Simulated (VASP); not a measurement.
Data:

```
CELL_PARAMETERS angstrom
      0.00000     2.06334     2.06334
      2.06334     0.00000     2.06334
      2.06334     2.06334     0.00000
ATOMIC_POSITIONS crystal
  Ag 0.00000 0.00000 0.00000
```

These are TPSS meta-GGA, VASP's PBE PAW potentials (set 64) (plane waves; VASP) values and carry that method's errors. Numerical set-up: 520 eV cut-off, 15×15×15 Γ-centred mesh, first-order Methfessel-Paxton smearing of 0.10 eV, potentials Ag.

**Question.** Give the stress tensor in GPa (positive for a compressed cell).

**Answer.** 
```
-2.96   0.00   0.00
 0.00  -2.96   0.00
 0.00   0.00  -2.96
```
The pressure is its mean diagonal, -2.96 GPa.

The compound is Ag in the fcc structure. This cell is one point of a volume scan, at 1.03 of the reference volume.
